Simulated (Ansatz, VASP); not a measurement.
Given: the input of a run of VASP 6.6.1 on YbH3. Atoms were shifted at random by some hundredths of an Å from the given cell, which wasn't relaxed again for these runs. The cell comes from a database or a generator and needn't be the stable form of this composition.

Contents of INCAR:

```
SYSTEM = YbH3
PREC = Accurate
ENCUT = 520
EDIFF = 1E-7
ISMEAR = -1
SIGMA = 0.05
LREAL = .False.
LASPH = .True.
NELM = 150
ALGO = Normal
ISIF = 2
LWAVE = .False.
LCHARG = .False.
ISPIN = 2
MAGMOM = 1 0 0 0
LORBIT = 11
LMAXMIX = 6
GGA = PE
NBANDS = 26
```

File KPOINTS:

```
regular mesh
0
Gamma
  9 9 9
  0 0 0
```

File POSCAR:

```
YbH3
1.0
    0.0000000000      2.6049710000      2.6049710000
    2.6049710000      0.0000000000      2.6049710000
    2.6049710000      2.6049710000      0.0000000000
Yb H
1 3
Direct
    0.0113840000      0.0082340000     -0.0130260000
    0.5123770000      0.4794550000      0.4931680000
    0.2373210000      0.2554420000      0.2501730000
    0.7544660000      0.7375710000      0.7523790000
```

Potentials or basis: VASP PAW PBE potentials, release 64 (Yb, H).

Command:

```console
$ cat potpaw_PBE.64/Yb/POTCAR potpaw_PBE.64/H/POTCAR > POTCAR
$ mpirun -np 1 vasp_std > vasp.out
```

Question: Translate it to Ansatz 0.2.0. Potentials or basis there: Ansatz PAW, cutoff 420 eV.

Answer: As run (cutoffs and basis follow the program's own potentials, and thresholds, step limits or extra output files can differ):

File input.yaml:

```yaml
crystal:
  lattice:
    - [0.0, 2.604971, 2.604971]
    - [2.604971, 0.0, 2.604971]
    - [2.604971, 2.604971, 0.0]
  atoms:
    - { symbol: Yb, position: [0.011384, 0.008234, -0.013026], spin: 1.0 }
    - { symbol: H, position: [0.512377, 0.479455, 0.493168] }
    - { symbol: H, position: [0.237321, 0.255442, 0.250173] }
    - { symbol: H, position: [0.754466, 0.737571, 0.752379] }
hamiltonian:
  xc: pbe
  pseudopotentials: { kind: paw }
magnetization:
  spin_polarized: true
kpoints:
  mp_grid: { grid: [9, 9, 9] }
scf:
  occupations: { method: fermi_dirac, width: 0.05 }
output:
  forces: true
  stress: true
  eigenvalues: true
```

Potentials or basis: Ansatz PAW.

Launch:

```bash
$ ansatz run input.yaml --threads 2 --pin off --max-ram 5120MiB --backend cpu --events-out ev --progress --plain --runs-dir out
```

Both were run:

|  | VASP | Ansatz |
| --- | --- | --- |
| Pressure | -5.3 GPa | -5.2 GPa |
| Largest force | 0.344 eV/Å | 0.342 eV/Å |
| Net moment | 0.17 μB per cell | 0.17 μB per cell |

Ansatz's pressure holds a Pulay term of +0.17 GPa for its cutoff of 420 eV, which the other run lacks.

Where Ansatz's input types no cutoff or centring, it takes its own default and a Γ-centred mesh.

The magnetic state is the one that the start led to; the real crystal's order can differ.

Pressure is positive in compression.
